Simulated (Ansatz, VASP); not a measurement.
**Two plane-wave programs on Ta3Cu**

Contents of INCAR:

```
PREC = Accurate
ENCUT = 520
EDIFF = 1E-6
ISMEAR = 0
SIGMA = 0.02
LREAL = False
LASPH = True
NELM = 80
ALGO = Normal
ISIF = 2
LWAVE = False
LCHARG = True
GGA = PE
LELF = True
LVHAR = True
NBANDS = 30
```

Contents of KPOINTS:

```
regular mesh
0
Gamma
  9 9 9
```

Contents of POSCAR:

```
Ta3Cu
5.0755
   -0.395331888484      0.395331888484      0.829114372968
    0.395331888484     -0.395331888484      0.829114372968
    0.395331888484      0.395331888484     -0.829114372968
Ta Cu
3 1
Direct
    0.5000000000      0.5000000000      0.0000000000
    0.2500000000      0.7500000000      0.5000000000
    0.7500000000      0.2500000000      0.5000000000
    0.0000000000      0.0000000000      0.0000000000
```

input.yaml

```yaml
crystal:
  lattice:
    - [-2.006507, 2.006507, 4.20817]
    - [2.006507, -2.006507, 4.20817]
    - [2.006507, 2.006507, -4.20817]
  atoms:
    - { symbol: Ta, position: [0.5, 0.5, 0.0] }
    - { symbol: Ta, position: [0.25, 0.75, 0.5] }
    - { symbol: Ta, position: [0.75, 0.25, 0.5] }
    - { symbol: Cu, position: [0.0, 0.0, 0.0] }
hamiltonian:
  xc: pbe
  pseudopotentials: { kind: paw }
kpoints:
  mp_grid: { grid: [9, 9, 9] }
scf:
  occupations: { method: gaussian, width: 0.02 }
output:
  forces: true
  stress: true
  eigenvalues: true
```

The cell comes from a database or a generator and needn't be the stable form of this composition.

Alike in both runs: task single point; functional PBE; k mesh 9 × 9 × 9; occupations gaussian, width 0.02 eV; no spin polarisation.

|  | VASP | Ansatz |
| --- | --- | --- |
| version | VASP 6.6.1 | Ansatz 0.2.0 |
| potentials or method | VASP PAW PBE potentials, release 54 (Ta_pv, Cu) | Ansatz PAW |
| plane-wave cutoff (eV) | 520 | 420 |
| valence electrons in the cell | 44 | 58 |

|  | VASP | Ansatz | Ansatz less VASP |
| --- | --- | --- | --- |
| gap on the k mesh at the Fermi level (eV) | none | none | - |
| pressure (GPa) | 0.9 | 0.5 | -0.42 |
| largest component of the traceless stress (GPa) | 0.35 | 0.18 | -0.169 |

A gap of «none» marks a metal or a gap that the smearing closes. The two sets of potentials don't hold the same shells in valence.

The runs have no spin-orbit coupling, so splittings on Ta are missing.
